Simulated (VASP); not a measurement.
Data:

```xyz
5
Lattice="4.2405 0.0000 0.0000 0.0000 4.2405 0.0000 0.0000 0.0000 4.2405" Properties=species:S:1:pos:R:3 pbc="T T T"
Ba     0.0000     0.0000     0.0000
Zr     2.1202     2.1202     2.1202
O      2.1202     0.0000     2.1202
O      0.0000     2.1202     2.1202
O      2.1202     2.1202     0.0000
```

The numbers are results of vdW-DF-cx, VASP's PBE PAW potentials (set 64) (plane waves; VASP), not measurements. Run with 520 eV cut-off, 5×5×5 Γ-centred mesh, Gaussian smearing of 0.050 eV, potentials Ba_sv Zr_sv O.

Question: Estimate the energy per atom (σ→0), pressure.

Answer: 
```yaml
energy per atom (σ→0): -6.613 eV/atom
pressure: -4.47 GPa
```

The compound is BaZrO3 in the cubic perovskite structure. This cell is one point of a volume scan, at 1.03 of the reference volume.
